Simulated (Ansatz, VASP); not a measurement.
Li2HfN2: VASP beside Ansatz

The input INCAR:

```
SYSTEM = Li2HfN2
PREC = Accurate
ENCUT = 520
EDIFF = 1E-7
ISMEAR = 0
SIGMA = 0.05
LREAL = .FALSE.
LASPH = .TRUE.
NELM = 100
ALGO = Normal
ISIF = 2
LWAVE = .FALSE.
LCHARG = .TRUE.
GGA = CA
LELF = .TRUE.
LVHAR = .TRUE.
NBANDS = 21
```

KPOINTS

```
regular mesh
0
G
  9 9 6
  0 0 0
```

POSCAR

```
Li2HfN2
1.0
    3.2371209533      0.0000000000      0.0000000000
   -1.6185604767      2.8034289807      0.0490600072
    0.0000000000      0.0949129157      5.4235951800
Li Hf N
2 1 2
Direct
    0.6666666667      0.3333333333      0.3827885700
    0.3333333333      0.6666666667      0.6172114300
    0.0000000000      0.0000000000      0.0000000000
    0.6666666667      0.3333333333      0.7793848600
    0.3333333333      0.6666666667      0.2206151400
```

Input for Ansatz:

```yaml
crystal:
  lattice:
    - [3.2371209533, 0.0, 0.0]
    - [-1.6185604767, 2.8034289807, 0.0490600072]
    - [0.0, 0.0949129157, 5.42359518]
  atoms:
    - { symbol: Li, position: [0.6666666667, 0.3333333333, 0.38278857] }
    - { symbol: Li, position: [0.3333333333, 0.6666666667, 0.61721143] }
    - { symbol: Hf, position: [0.0, 0.0, 0.0] }
    - { symbol: "N", position: [0.6666666667, 0.3333333333, 0.77938486] }
    - { symbol: "N", position: [0.3333333333, 0.6666666667, 0.22061514] }
basis:
  ecutwfc: 420
kpoints:
  mp_grid: { grid: [9, 9, 6] }
hamiltonian:
  xc: lda
scf:
  occupations: { method: gaussian, width: 0.05 }
output:
  forces: true
  stress: true
  eigenvalues: true
```

Change from the starting cell: strain +0.0350 x Voigt [0, 0, 0, 1, 0, 0], atoms carried along.

Alike in both runs: task single point; functional LDA; k mesh 9 × 9 × 6; occupations gaussian, width 0.05 eV; no spin polarisation.

|  | VASP | Ansatz |
| --- | --- | --- |
| version | VASP 6.6.1 | Ansatz 0.2.0 |
| potentials or method | VASP PAW LDA potentials, release 64 (Li_sv, Hf_pv, N) | scalar-relativistic, plane waves, PAW |
| plane-wave cutoff (eV) | 520 | 420 |
| valence electrons in the cell | 26 | 42 |

```csv
,VASP,Ansatz,Ansatz less VASP
gap on the k mesh at the Fermi level (eV),1.75,1.71,-0.043
least direct gap on the mesh (eV),2.59,2.57,-0.017
rms of the force components (eV/Å),0.111,0.102,-0.0091
```

Atom by atom the forces differ by 0.033 eV/Å (rms over components). The two sets of potentials don't hold the same shells in valence.

Caveats: spin-orbit coupling is left out, which moves the levels of the heavy elements; an odd mesh through Γ misses points on the zone boundary, where band edges often lie.
